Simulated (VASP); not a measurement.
Set up this calculation in VASP 6.6.1, as the native input.

```
Task                   : single point
Functional             : PBE
Potentials or basis    : VASP PAW PBE potentials, release 64 (Y_sv, W_sv, C)
Cutoff                 : 520 eV
k mesh                 : 12 × 12 × 10
Occupations            : gaussian, width 0.1 eV
Spin                   : no spin polarisation
Dipole correction      : no
Further INCAR settings : ALGO = Fast; EDIFF = 1e-06; NBANDS = 33
```

The structure of Y2WC3 lies in POSCAR:

```
Y2WC3
1.0
    5.6922642498      0.0000000000      0.0000000000
   -2.8461321249      4.9296454454      0.0000000000
    0.0000000000      0.0000000000      3.5106669770
Y W C
2 1 3
Direct
    0.6666666667      0.3333333333      0.0000000000
    0.3333333333      0.6666666667      0.0000000000
    0.0000000000      0.0000000000      0.0000000000
    0.5000000000      0.0000000000      0.5000000000
    0.5000000000      0.5000000000      0.5000000000
    0.0000000000      0.5000000000      0.5000000000
```

The cell was built by a generator and needn't be a form met in nature.

The cell isn't the ideal one: species swapped into the NdAl3Ni2 type (P6/mmm, No. 191).

The input as run:

INCAR

```
SYSTEM = Y2WC3
ALGO = Fast
EDIFF = 1E-6
ENCUT = 520
GGA = PE
ISIF = 2
ISMEAR = 0
LASPH = .True.
LCHARG = .False.
LREAL = .False.
LWAVE = .False.
NBANDS = 33
NELM = 100
PREC = Accurate
SIGMA = 0.1
```

KPOINTS

```
k-points
0
Gamma
  12 12 10
  0 0 0
```

Potentials or basis: VASP PAW PBE potentials, release 64 (Y_sv, W_sv, C).

Command:

```sh
$ cat potpaw_PBE.64/Y_sv/POTCAR potpaw_PBE.64/W_sv/POTCAR potpaw_PBE.64/C/POTCAR > POTCAR
$ mpirun -np 1 vasp_std > vasp.out
```

It gave:

| Item | Value |
| --- | --- |
| Pressure | -0.1 GPa |
| Band gap on the k mesh | none (metal or under the smearing width) |

Wall time 6.6 min on 1 thread of Intel(R) Xeon(R) Platinum 8559C (Emerald Rapids), on a shared host, peak memory 0.51 GiB.
